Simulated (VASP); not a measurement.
Here is the system:

```
CELL_PARAMETERS angstrom
      0.00000     3.18369     3.18369
      3.18369     0.00000     3.18369
      3.18369     3.18369     0.00000
ATOMIC_POSITIONS crystal
  Ba 0.00000 0.00000 0.00000
  F  0.25000 0.25000 0.25000
  F  0.75000 0.75000 0.75000
```

Calculation: revPBE GGA, VASP's PBE PAW potentials (set 64) (plane waves; VASP). Settings: 520 eV cut-off, Gaussian smearing of 0.050 eV, potentials Ba_sv F.

Unless said otherwise, spin-orbit coupling is left out, though it shifts the bands of the heavy elements here.

Q: What does the run give for the band gap (along the path) with the smallest direct gap where there is one?

A: 
* **band gap (along the path)**: 6.70 eV
* **smallest direct gap (along the path)**: 6.74 eV

The compound is BaF2 in the fluorite structure. It was relaxed first, which changed the volume by +8 %.
